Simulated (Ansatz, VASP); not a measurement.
# PbCl2F2: VASP beside Ansatz

Wanted: the spread between two codes on one cell, functional and k mesh. The cell is invented: As first built, before any earlier steps moved the atoms or strained the cell (in the runner's words): Cl for half of the F in the PbF4 structure of space group I4/mmm. It may not be a known or stable phase. The two relaxations start from unlike cells of this crystal (the structure described is Ansatz's start), so only their ends are compared.

Method: plane waves, with VASP 6.6.1 beside it; PBE, in Ansatz 0.2.0.

## (1) The starting structure

The structure is tetragonal, space group I4/mmm (No. 139). The conventional cell has a = 4.833 Å, b = 4.833 Å, c = 8.854 Å, α = 90.00°, β = 90.00°, γ = 90.00°. Nearest to Pb lie 2 F at 2.23 Å and 4 Cl at 2.42 Å. Nearest to F lie 1 Pb at 2.23 Å. Cl has 2 Pb at 2.42 Å nearest. It derives from PbF4. As first built, before any earlier steps moved the atoms or strained the cell (in the runner's words): Cl for half of the F in the PbF4 structure of space group I4/mmm. Farther neighbours and most contacts between anions are not listed.

## (2) Ansatz: relaxation of cell and atoms, PBE

Ansatz runs on its default PAW (the set named soft_2) files.

The relaxed volume is the usual yardstick between codes: in a stiff, nearly cubic crystal its relative difference is about their pressure difference at one cell divided by the bulk modulus.

File input.yaml:

```yaml
crystal:
  lattice:
    - [-2.4163741766, 2.4163741766, 4.426988409]
    - [2.4163741766, -2.4163741766, 4.426988409]
    - [2.4163741766, 2.4163741766, -4.426988409]
  atoms:
    - { symbol: Pb, position: [0.0, 0.0, 0.0] }
    - { symbol: F, position: [0.74815282, 0.74815282, 0.0] }
    - { symbol: Cl, position: [0.5, 0.0, 0.5] }
    - { symbol: Cl, position: [0.0, 0.5, 0.5] }
    - { symbol: F, position: [0.25184718, 0.25184718, 0.0] }
kpoints:
  mp_grid: { grid: [6, 6, 6] }
scf:
  occupations: { method: gaussian, width: 0.03 }
hamiltonian:
  xc: pbe
output:
  forces: true
  stress: true
relax:
  f_tol: 0.02
  max_steps: 60
  cell: {}
```

Run with:

```bash
$ ansatz run input.yaml --threads 2 --pin off --max-ram 4096MiB --backend cpu --events-out ev --progress --plain --runs-dir out
```

Numbers of over 12 decimals in the logs are rounded to 6 here.

Output:

```text
Engine: ansatz 0.2.0, aarch64-unknown-linux-gnu
Pseudopotentials: kind: paw
Pseudopotential: Pb, paw, valence charge 14, recommended cutoff 420 eV (normal), Pb.paw.azcp
Pseudopotential: F, paw, valence charge 7, recommended cutoff 420 eV (normal), F.paw.azcp
Pseudopotential: Cl, paw, valence charge 7, recommended cutoff 420 eV (normal), Cl.paw.azcp
Functional definition: PBE
  parameter kappa = 0.804
  parameter beta = 0.066725
  exchange = pbe_x(kappa = kappa, mu = beta*pi^2/3)
  correlation = pbe_c(beta = beta)
Crystal: 5 atoms, lattice volume = 103.394 Å³
Basis set: ecut = 420 eV, 2027 PW (Γ), exchange–correlation on 80×80×80 points (8 copies of the dense FFT grid, shifted against one another)
Bands: 26, of which v1, the nominal top of the filled ones, is band 21 counted from 1 (20 counted from 0)
Symmetry: 16 space group operations
Space group: I4/mmm (ITA 139), of the structure as read, at distance tolerance 4.7e-5 Å
k-points: 30 of 216
Non-local potential: Pb, projectors of the file, l = 0: 2, l = 1: 2, l = 2: 2, l = 3: 2
Non-local potential: F, projectors of the file, l = 0: 2, l = 1: 2, l = 2: 1
Non-local potential: Cl, projectors of the file, l = 0: 2, l = 1: 2, l = 2: 2
PAW form: soft (Blöchl's): semilocal exchange-correlation on the pseudo side does not see the compensation charge
PAW one-centre angular grid: Pb, 590 points (default); XC on 64 Gauss nodes
PAW one-centre angular grid: F, 110 points (default); XC on 64 Gauss nodes
PAW one-centre angular grid: Cl, 110 points (default); XC on 64 Gauss nodes
Initial density: superposition of atomic densities (neutral atoms: chi_scale 0, normalization atom), corrected by the library's trained network
Initial wavefunctions: pseudopotential atomic-orbital guess
Functional: x = pbe(κ = 0.804, μ = 0.219515), c = pbe(β = 0.066725)
SCF iter   1: F=—  HF=-15680.627924 eV  |F-HF|=—  |Δ(HF+E_count)|=         —  Δρ=5.60e-3  dr2=1.35e-2  ethr=1.77e-3  ⟨swp⟩=7.8  Hψ=4162  notcnv=0
preconditioner: auto → Resta (q_TF=auto, 2.348 Å⁻¹)  ε∞=3.4  [insulator: Δε(μ)=0.152 eV  Ē_g=15.175 eV  σ=0.030 eV  W_gap=1.00  n_scr=22 (ndim 8)  ℏωp=23.7 eV  f_vac=0.108  D(μ)=0.00/eV (n_scr^D=0)  ε∞_Penn≈3.4]
SCF iter   2: F=—  HF=-15680.625421 eV  |F-HF|=—  |Δ(HF+E_count)|=   2.50e-3  Δρ=2.31e-3  dr2=2.92e-3  ethr=3.23e-5  ⟨swp⟩=2.6  Hψ=1631  notcnv=0  defer=29
SCF iter   3: F=—  HF=-15680.624880 eV  |F-HF|=—  |Δ(HF+E_count)|=   5.41e-4  Δρ=1.47e-3  dr2=1.19e-3  ethr=6.94e-6  ⟨swp⟩=2.0  Hψ=1459  notcnv=0  defer=29
SCF iter   4: F=—  HF=-15680.624649 eV  |F-HF|=—  |Δ(HF+E_count)|=   2.31e-4  Δρ=2.26e-4  dr2=6.49e-5  ethr=2.82e-6  ⟨swp⟩=2.2  Hψ=1099  notcnv=0  defer=29
SCF iter   5: F=—  HF=-15680.624664 eV  |F-HF|=—  |Δ(HF+E_count)|=   1.54e-5  Δρ=6.51e-5  dr2=5.25e-6  ethr=1.54e-7  ⟨swp⟩=2.8  Hψ=1344  notcnv=0  defer=29
SCF iter   6: F=—  HF=-15680.624669 eV  |F-HF|=—  |Δ(HF+E_count)|=   4.46e-6  Δρ=1.25e-5  dr2=3.22e-7  ethr=1.25e-8  ⟨swp⟩=2.7  Hψ=1391  notcnv=0  defer=29
SCF iter   7: F=-15680.624669 eV  HF=-15680.624669 eV  |F-HF|=1.91e-8  |Δ(HF+E_count)|=   4.01e-7  Δρ=3.40e-6  dr2=1.86e-8  ethr=2.38e-10  ⟨swp⟩=4.7  Hψ=2844  notcnv=0
SCF 1 converged in 7 iterations: F = -15680.624669 eV  dr2 = 1.86e-8
  greatest PAW one-centre occupation: 0.984 electrons in one spin orbital (limit 2), on the Pb atom at site 0 (counted from 0), in its partial waves of l = 2
relax step   1: F+E_penalty+E_count = -15680.62466924 eV  Δ(F+E_penalty+E_count) = +0.000e0 eV  max|allowed force component| = 1.813e0 eV/Å  Δτ_max = 0.0000 Å  P = +5.658 GPa  Ω = 103.394 Å³  (7 SCF iters, dr2 threshold 1.00e-7 eV, accepted)
[...]
relax step  11: F+E_penalty+E_count = -15681.80703357 eV  Δ(F+E_penalty+E_count) = -1.491e-2 eV  max|allowed force component| = 5.358e-3 eV/Å  Δτ_max = 0.0000 Å  P = +0.054 GPa  Ω = 128.754 Å³  stress off target by 1.53e-1 GPa  SCF on the basis re-selected at this cell (its energy is not comparable with the rows above)  (7 SCF iters)
[...]
relax step  12: F+E_penalty+E_count = -15681.80630153 eV  Δ(F+E_penalty+E_count) = +7.320e-4 eV  max|allowed force component| = 1.807e-3 eV/Å  Δτ_max = 0.0207 Å  P = +0.013 GPa  Ω = 130.195 Å³  energy of the carried Pulay correction = -1.490e-3 eV  (6 SCF iters, dr2 threshold 5.82e-8 eV, accepted)
[...]
relax step  13: F+E_penalty+E_count = -15681.80575174 eV  Δ(F+E_penalty+E_count) = +5.498e-4 eV  max|allowed force component| = 1.947e-3 eV/Å  Δτ_max = 0.0096 Å  P = +0.008 GPa  Ω = 130.816 Å³  energy of the carried Pulay correction = -2.160e-3 eV  (7 SCF iters, dr2 threshold 8.00e-9 eV, accepted)
[...]
relax step  14: F+E_penalty+E_count = -15681.80812891 eV  Δ(F+E_penalty+E_count) = -2.377e-3 eV  max|allowed force component| = 1.616e-3 eV/Å  Δτ_max = 0.0000 Å  P = +0.013 GPa  Ω = 130.816 Å³  stress off target by 3.53e-2 GPa  SCF on the basis re-selected at this cell (its energy is not comparable with the rows above)  (6 SCF iters)
basis re-selected at this cell: Δ(F+E_penalty+E_count) = -2.377e-3 eV, ΔP = +0.006 GPa vs the last step (what re-selecting the basis moved, of the pressure what is left beyond the Pulay correction that the steps carried, after the strain that the cell walked since its last selection, with what the two solves' SCF thresholds leave and, on support functions, any second-order correction that the steps lacked; it is no measure of the basis error at this ecutwfc). The dense FFT grid was sized anew with the basis: this SCF ran on 45×45×45 points, the steps before it on 40×40×40, so part of this shift can come from that change (see relax.cell in the input reference). [rest of the remark cut]
SCF converged after 6 iterations
Free energy (F): -15681.808129 eV
Harris-Foulkes:  -15681.808129 eV  (|F-HF|=8.37e-11)
Internal energy: -15681.808129 eV  (E = F + TS)
E sigma→0 (E₀):  -15681.808129 eV
Entropy (-TS):   -0.000000 eV (-0.000 meV/atom)
Fermi energy:    0.332668 eV
--- Per-component energies (eV) ---
  E_band       = -339.336592
  E_kinetic    = 1018.922598
  E_local      = -3768.547322  (includes V_loc(G=0)·N_el)
  E_nonlocal   = 558.150214
  E_hartree    = 1449.627656
  E_xc         = -587.228419
  E_vxc        = -571.949851  (∫ρ·V_xc dr)
  E_paw        = -12134.363387  (= ΣΔE_a)
  E_vpaw       = -475.171807  (= ΣTr[D̂ρ^β])
  E_aug_tail   = 0.004296  (compensation charges beyond the density's cutoff)
  E_ewald      = -2218.373765
  E_smearing   = -0.000000  (= −TS)
  E_closure    = 0.000000  (closes the sum)
  Σ components = -15681.808129   (vs F -15681.808129, Δ=0.00e0)
--- Forces (eV/Å), atoms counted from 1 ---
  atom   1  Pb    -0.00000000     0.00000000     0.00000000
  atom   2  F      0.00000000    -0.00000000     0.00161588
  atom   3  Cl     0.00000000     0.00000000    -0.00000000
  atom   4  Cl     0.00000000     0.00000000    -0.00000000
  atom   5  F      0.00000000    -0.00000000    -0.00161588
  max |Σ_I F_I| component: 8.67e-19 eV/Å
--- Stress (GPa, compression-positive) ---
        0.002050       0.000000      -0.000000
        0.000000       0.002050      -0.000000
       -0.000000      -0.000000       0.035307
  P = ⅓ Tr σ = 0.0131 GPa (0.131 kbar)
--- Relaxed structure (11 steps of the walk, 11 accepted, 3 SCFs on fresh bases) ---
  F+E_penalty+E_count = -15681.80812891 eV   max|allowed force component| = 1.616e-3 eV/Å   (the final SCF, on the basis selected at the relaxed cell)
  cell:  # Å, volume = 130.8160 Å³
    - [-2.631544, 2.631544, 4.722582]
    - [2.631544, -2.631544, 4.722582]
    - [2.631544, 2.631544, -4.722582]
  atoms:
    - { symbol: Pb, position: [-6.367592114611094e-19, -6.367592114611095e-19, 0] }
    - { symbol: F, position: [0.786505, 0.786505, 0] }
    - { symbol: Cl, position: [0.500000, -6.367592114611096e-19, 0.500000] }
    - { symbol: Cl, position: [-6.367592114611094e-19, 0.500000, 0.500000] }
    - { symbol: F, position: [0.213495, 0.213495, 0] }
```

The column dr2 measures how far the density is from self-consistency, as an energy; F and HF (Harris–Foulkes) agree once it is small.

## (3) VASP: relaxation of cell and atoms, PBE

Its own start cell and the same functional, mesh and smearing now go to VASP, with its own data sets.

Lines of VASP's logs that name or quote its potential files are left out, and so is its time.

File INCAR:

```
SYSTEM = PbCl2F2
PREC = Accurate
ENCUT = 600
EDIFF = 1E-07
NELM = 120
ISMEAR = 0
SIGMA = 0.03
LREAL = .FALSE.
ALGO = Normal
GGA = PE
NBANDS = 27
LORBIT = 11
LWAVE = .FALSE.
LCHARG = .FALSE.
ISIF = 3
IBRION = 2
NSW = 80
EDIFFG = -0.005
LASPH = .TRUE.
GGA_COMPAT = .FALSE.
NELMIN = 4
EFERMI = MIDGAP
KPAR = 2
```

File POSCAR:

```
PbCl2F2
1.0
   -2.6255103347      2.6255103347      4.6402035949
    2.6255103347     -2.6255103347      4.6402035949
    2.6255103347      2.6255103347     -4.6402035949
Pb F Cl
1 2 2
Direct
    0.0000000000      0.0000000000      0.0000000000
    0.7818874678      0.7818874678      0.0000000000
    0.2181126451      0.2181126451      0.0000000000
    0.5000000000      0.0000000000      0.5000000000
    0.0000000000      0.5000000000      0.5000000000
```

File KPOINTS:

```
Automatic mesh
0
Gamma
6 6 6
0 0 0
```

PAW data sets: Pb_d, F and Cl (PBE family, release 64).

Run with:

```bash
$ mpirun -np 2 vasp_std
```

Output:

```text
[banner, memory and clock lines left out]
running    2 mpi-ranks, on    1 nodes
 distrk:  each k-point on    1 cores,    2 groups
 distr:  one band on    1 cores,    1 groups

 POSCAR found type information on POSCAR PbF Cl
 POSCAR found :  3 types and       5 ions
 LDA part: xc-table for (Slater+PW92), standard interpolation
 POSCAR, INCAR and KPOINTS ok, starting setup
 FFT: planning ... GRIDC
 FFT: planning ... GRID_SOFT
 FFT: planning ... GRID
 WAVECAR not read
 entering main loop
       N       E                     dE             d eps       ncg     rms          rms(c)
DAV:   1     0.468166395267E+03    0.46817E+03   -0.21822E+04  1620   0.166E+03
DAV:   2     0.323087941462E+02   -0.43586E+03   -0.42088E+03  1910   0.411E+02
DAV:   3    -0.167079953575E+02   -0.49017E+02   -0.48243E+02  1932   0.154E+02
DAV:   4    -0.185485522448E+02   -0.18406E+01   -0.18265E+01  2127   0.340E+01
DAV:   5    -0.186140018370E+02   -0.65450E-01   -0.65403E-01  2158   0.587E+00    0.882E+00
DAV:   6    -0.163416114310E+02    0.22724E+01   -0.82221E+00  2265   0.372E+01    0.546E+00
DAV:   7    -0.161236080467E+02    0.21800E+00   -0.14450E+00  2201   0.848E+00    0.260E+00
DAV:   8    -0.160594845316E+02    0.64124E-01   -0.23155E-01  2309   0.452E+00    0.990E-01
DAV:   9    -0.160590727197E+02    0.41181E-03   -0.34855E-02  2237   0.145E+00    0.324E-01
DAV:  10    -0.160596451470E+02   -0.57243E-03   -0.34525E-03  2232   0.497E-01    0.868E-02
DAV:  11    -0.160598615086E+02   -0.21636E-03   -0.39882E-04  2385   0.173E-01    0.249E-02
DAV:  12    -0.160598965315E+02   -0.35023E-04   -0.57094E-05  2168   0.589E-02    0.815E-03
DAV:  13    -0.160598989810E+02   -0.24495E-05   -0.11384E-05  1951   0.234E-02    0.314E-03
DAV:  14    -0.160598990402E+02   -0.59188E-07   -0.77936E-07  2185   0.898E-03
   1 F= -.16059899E+02 E0= -.16059899E+02  d E =-.160599E+02
 curvature:   0.00 expect dE= 0.000E+00 dE for cont linesearch  0.000E+00
 trial: gam= 0.00000 g(F)=  0.686E-06 g(S)=  0.618E-04 ort = 0.000E+00 (trialstep = 0.100E+01)
 search vector abs. value=  0.624E-04
 bond charge predicted
       N       E                     dE             d eps       ncg     rms          rms(c)
DAV:   1    -0.160604495007E+02   -0.55052E-03   -0.14726E-02  2099   0.133E+00    0.167E-01
DAV:   2    -0.160600314918E+02    0.41801E-03   -0.21805E-03  1849   0.401E-01    0.509E-02
DAV:   3    -0.160599549875E+02    0.76504E-04   -0.29687E-04  2262   0.179E-01    0.260E-02
DAV:   4    -0.160599383045E+02    0.16683E-04   -0.68775E-05  2145   0.988E-02    0.131E-02
DAV:   5    -0.160599362970E+02    0.20075E-05   -0.62386E-06  2090   0.171E-02    0.610E-03
DAV:   6    -0.160599349377E+02    0.13592E-05   -0.11048E-06  2233   0.101E-02    0.141E-03
DAV:   7    -0.160599347624E+02    0.17535E-06   -0.13568E-07  1070   0.303E-03    0.462E-04
DAV:   8    -0.160599347061E+02    0.56325E-07   -0.31527E-08   972   0.172E-03
   2 F= -.16059935E+02 E0= -.16059935E+02  d E =-.356658E-04
 trial-energy change:   -0.000036  1 .order   -0.000037   -0.000062   -0.000011
 step:   1.2474(harm=  1.2114)  dis= 0.00016  next Energy=   -16.059936 (dE=-0.370E-04)
 reached required accuracy - stopping structural energy minimisation
```

OUTCAR, selected parts (step 3):

```text
ion  position               nearest neighbor table
   1  0.000  0.000  0.000-   2 2.02   3 2.02   4 2.63   5 2.63   5 2.63   4 2.63
   2  0.782  0.782  0.000-   1 2.02
   3  0.218  0.218  0.000-   1 2.02
   4  0.500  0.000  0.500-   1 2.63   1 2.63
   5  0.000  0.500  0.500-   1 2.63   1 2.63

  LATTYP: Found a body centered tetragonal cell.
 ALAT       =     5.2510206694
 C/A-ratio  =     1.7673530108

 Subroutine GETGRP returns: Found 16 space group operations
 (whereof 16 operations were pure point group operations)

The static configuration has the point symmetry D_4h.

 Found     30 irreducible k-points:

   k-points           NKPTS =     30   k-points in BZ     NKDIM =     30   number of bands    NBANDS=     27

   dimension x,y,z NGX =    48 NGY =   48 NGZ =   48
   dimension x,y,z NGXF=    96 NGYF=   96 NGZF=   96

   ENCUT  =  600.0 eV  44.10 Ry    6.64 a.u.  11.87 11.87 11.87*2*pi/ulx,y,z

   NELECT =      42.0000    total number of electrons

 k-points in reciprocal lattice and weights: Automatic mesh
   0.00000000  0.00000000  0.00000000       0.005
   0.16666667  0.00000000 -0.00000000       0.037
   0.33333333 -0.00000000  0.00000000       0.037
   0.50000000  0.00000000 -0.00000000       0.019
   0.16666667  0.16666667 -0.00000000       0.037
   0.33333333  0.16666667 -0.00000000       0.074
   0.50000000  0.16666667  0.00000000       0.074
  -0.33333333  0.16666667 -0.00000000       0.074
  -0.16666667  0.16666667  0.00000000       0.019
[...]
-0.33333333 -0.33333333  0.33333333       0.009
   0.50000000  0.50000000  0.50000000       0.005

 average (electrostatic) potential at core
       1 -97.7492       2 -78.9926       3 -78.9926       4 -95.0197       5 -95.0197

 E-fermi :  -1.2411

 k-point     1 :       0.0000    0.0000    0.0000
  band No.  band energies     occupation
    ...
     17      -3.0016      2.00000
     18      -1.9974      2.00000
     19      -1.9571      2.00000
     20      -1.8751      2.00000
     21      -1.8751      2.00000
     22      -1.1610      0.00016
     23       6.3455      0.00000
     24       8.0635      0.00000
     25       8.2736      0.00000
     26       8.2739      0.00000
    ...

 k-point     2 :       0.1667    0.0000   -0.0000
  band No.  band energies     occupation
    ...
     17      -3.0035      2.00000
     18      -2.0787      2.00000
     19      -1.9718      2.00000
     20      -1.9105      2.00000
     21      -1.9052      2.00000
     22      -0.8548      0.00000
     23       6.5331      0.00000
     24       7.3039      0.00000
     25       7.6026      0.00000
     26       7.7680      0.00000
    ...

 k-point     3 :       0.3333   -0.0000    0.0000
  band No.  band energies     occupation
    ...
     17      -2.9712      2.00000
     18      -2.1895      2.00000
     19      -2.0073      2.00000
     20      -1.9841      2.00000
     21      -1.8257      2.00000
     22      -0.1266      0.00000
     23       5.3710      0.00000
     24       6.6127      0.00000
     25       7.2636      0.00000
     26       7.7671      0.00000
    ...

  Total        0.0106536      0.0106536      0.0020412      0.0000000      0.0000000      0.0000000
  in kB        0.1332773      0.1332773      0.0255349      0.0000000      0.0000000      0.0000000
  external PRESSURE =       0.0973632 kB  Pullay stress =       0.0000000 kB

  energy-cutoff  :      600.00
  volume of cell :      128.07
      direct lattice vectors                 reciprocal lattice vectors
    -2.626932034  2.626932034  4.639753333     0.000000000  0.190336101  0.107764350
     2.626932034 -2.626932034  4.639753333     0.190336101  0.000000000  0.107764350
     2.626932034  2.626932034 -4.639753333     0.190336101  0.190336101  0.000000000

 POSITION                                       TOTAL-FORCE (eV/Angst)
 -----------------------------------------------------------------------------------
      0.00000      0.00000      0.00000        -0.000000     -0.000000     -0.000000
      2.62693      2.62693      2.61591         0.000000      0.000000     -0.001729
      0.00000      0.00000      2.02385        -0.000000      0.000000      0.001729
      0.00000      2.62693      0.00000         0.000000     -0.000000      0.000000
      2.62693      0.00000      0.00000         0.000000     -0.000000     -0.000000
 -----------------------------------------------------------------------------------
    total drift:                                0.000000      0.000000     -0.001797

  FREE ENERGIE OF THE ION-ELECTRON SYSTEM (eV)
  ---------------------------------------------------
  free  energy   TOTEN  =       -16.0599347061 eV

  energy  without entropy=      -16.0599345723  energy(sigma->0) =      -16.05993464

 reached required accuracy - stopping structural energy minimisation

 total charge
# of ion       s       p       d       tot
------------------------------------------
    1        1.087   0.679   9.971  11.737
    2        1.748   4.252   0.000   6.000
    3        1.748   4.252   0.000   6.000
    4        1.602   3.498   0.000   5.099
    5        1.602   3.498   0.000   5.099
--------------------------------------------------
tot          7.787  16.178   9.971  33.935

[... 3 further parts left out ...]
```

The run keeps the 16 symmetry operations of its start, so it cannot find a distortion of lower symmetry.

## (4) Differences

Known differences besides the potentials themselves: the cutoff is 420 eV in Ansatz and 600 eV in VASP; Ansatz adds a Pulay correction to the stress that steers its cell, VASP none. Total energies have different zeros and are not compared.

Compared:

| quantity | Ansatz | VASP | difference |
| --- | --- | --- | --- |
| volume (Å³) | 130.82 | 128.07 | +2.14 % |
| edge a after relaxation, in the typed setting (Å) | 6.013 | 5.944 | +1.16 % |

## (5) Results

```
difference in volume (relaxation of cell and atoms, PBE) : 2.1 %
```

The difference in volume is 2.1 % (relaxation of cell and atoms, PBE), beyond the 1.2 % picked in this series as the mark of a large difference, as far as the stopping tolerances let one tell. What causes the difference of the relaxation of cell and atoms, PBE pair stays open here. How closely two codes agree says nothing of how well the functional describes the real material.

[Lines on the potential files, build, host, timing and source positions are cut from VASP's logs without a mark.]

[Logs are printed without paths, hosts, clocks, repeated set-up lines and the standing remarks that a program may print on its own settings, such as how far it seeks lower states.]

[Hosts, paths, dates, database ids (printed as entryN), source tags and the programs' standing remarks are cut or masked in the printed files.]
